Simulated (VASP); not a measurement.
Write the native input for VASP 6.6.1 that does the following.

```
Task                   : single point
Functional             : PBE
Potentials or basis    : VASP PAW PBE potentials, release 64 (Rb_sv, K_sv, Mg)
Cutoff                 : 520 eV
k mesh                 : 5 × 5 × 5
Occupations            : fermi-dirac, width 0.05 eV
Spin                   : no spin polarisation
Further INCAR settings : ALGO = Normal; EDIFF = 1e-07; NBANDS = 25
```

The structure of KRbMg6 lies in POSCAR:

```
KRbMg6
1.0
    5.2067210000      0.0000000000      0.0000000000
    0.0000000000      3.3128205000      7.6773755000
    0.0000000000     -3.3128205000      7.6773755000
Rb K Mg
1 1 6
Direct
    0.5000000000      0.6821820000      0.6821820000
    0.5000000000      0.1798260000      0.1798260000
    0.0000000000      0.8623520000      0.8623520000
    0.0000000000      0.3580950000      0.3580950000
    0.0000000000      0.2825630000      0.7879250000
    0.0000000000      0.7879250000      0.2825630000
    0.5000000000      0.1728550000      0.6741990000
    0.5000000000      0.6741990000      0.1728550000
```

The cell comes from a database or a generator and needn't be the stable form of this composition.

One way to write it, as run:

INCAR

```
  ALGO = Normal
  EDIFF = 1E-7
  ENCUT = 520
  GGA = PE
  ISIF = 2
  ISMEAR = -1
  LASPH = True
  LCHARG = True
  LELF = True
  LREAL = False
  LVHAR = True
  LWAVE = False
  NBANDS = 25
  NELM = 60
  PREC = Accurate
  SIGMA = 0.05
```

KPOINTS

```
k-points
0
Gamma
  5 5 5
```

Potentials or basis: VASP PAW PBE potentials, release 64 (Rb_sv, K_sv, Mg).

Command:

```bash
$ cat potpaw_PBE.64/Rb_sv/POTCAR potpaw_PBE.64/K_sv/POTCAR potpaw_PBE.64/Mg/POTCAR > POTCAR
$ mpirun -np 1 vasp_std > vasp.out
```

Results of the run:

```
Pressure               : 0.0 GPa
Largest force          : 0.103 eV/Å
Band gap on the k mesh : none (metal or under the smearing width)
```

It took 3.6 min on 1 thread of AMD EPYC 7R13 Processor (Zen 3), with other jobs on the host, peak memory 0.49 GiB.
